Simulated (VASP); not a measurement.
Level of theory: RPBE GGA, VASP's PBE PAW potentials (set 64) (plane waves; VASP).

The input files of a VASP run:

**INCAR**
```
! general
SYSTEM  = Cu
PREC    = Accurate
ENCUT   = 520
LREAL   = .FALSE.
LASPH   = .TRUE.

! electronic loop
EDIFF   = 1E-7
NELM    = 100
ALGO    = Normal
LMAXMIX = 4

! smearing
ISMEAR  = 1
SIGMA   = 0.1

! functional
GGA     = RP

! ions
ISIF    = 2

! output
LWAVE   = .FALSE.
LCHARG  = .FALSE.
```

POSCAR:
```
Cu
1
    0.0000000000     1.8747933138     1.8747933138
    1.8747933138     0.0000000000     1.8747933138
    1.8747933138     1.8747933138     0.0000000000
Cu
1
Direct
  0.0000000000   0.0000000000   0.0000000000
```

File KPOINTS:
```
Automatic mesh
0
Gamma
17 17 17
0 0 0
```

POTCAR, in this order: Cu (PBE.64 set). Program: vasp_std.

Estimate the energy per atom (σ→0), pressure, band gap (on the k-mesh).

- energy per atom (σ→0): -3.238 eV/atom
- band gap (on the k-mesh): none (metal, semimetal or under 0.01 eV)
- pressure: -6.18 GPa

File OSZICAR:
```
...
DAV:   6    -0.362475864620E+01    0.36405E+00   -0.15835E+01  3154   0.903E+01    0.414E+00
DAV:   7    -0.324628681250E+01    0.37847E+00   -0.27210E+00  3157   0.374E+01    0.543E-01
DAV:   8    -0.323929797516E+01    0.69888E-02   -0.51731E-03  3179   0.119E+00    0.292E-01
DAV:   9    -0.323784395509E+01    0.14540E-02   -0.12110E-02  3331   0.236E+00    0.412E-02
DAV:  10    -0.323783468788E+01    0.92672E-05   -0.10162E-04  4461   0.211E-01    0.746E-03
DAV:  11    -0.323783310143E+01    0.15864E-05   -0.86195E-07  3372   0.128E-02    0.986E-04
DAV:  12    -0.323783302455E+01    0.76880E-07   -0.15120E-07  1930   0.768E-03
   1 F= -.32378330E+01 E0= -.32376921E+01  d E =-.422712E-03
```

The compound is Cu in the fcc structure. This cell is one point of a volume scan, at 1.06 of the reference volume.
